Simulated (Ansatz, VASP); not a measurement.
# One calculation of MgC2, two programs

```
CELL_PARAMETERS angstrom
0.00000 2.55870 2.55870
2.55870 0.00000 2.55870
2.55870 2.55870 0.00000
ATOMIC_POSITIONS crystal
Mg 0.50000 0.50000 0.50000
C 0.75000 0.75000 0.75000
C 0.25000 0.25000 0.25000
```

Alike in both runs: functional PBE; k mesh 6 × 6 × 6; occupations gaussian, width 0.1 eV; no spin polarisation.

Ansatz relaxed the structure, and its values are those at the end. VASP's run is a single point on that final structure, the one shown.

|  | VASP | Ansatz |
| --- | --- | --- |
| version | VASP 6.6.1 | Ansatz 0.2.0 |
| potentials or method | VASP PAW PBE potentials, release 64 (Mg, C) | scalar-relativistic, plane waves, PAW |
| plane-wave cutoff (eV) | 520 | 420 |
| valence electrons in the cell | 10 | 18 |

|  | VASP | Ansatz | Ansatz less VASP |
| --- | --- | --- | --- |
| gap on the k mesh at the Fermi level (eV) | none | none | - |
| pressure (GPa) | -0.4 | -0.3 | +0.10 |

A gap of «none» marks a metal or a gap that the smearing closes. The two sets of potentials don't hold the same shells in valence.
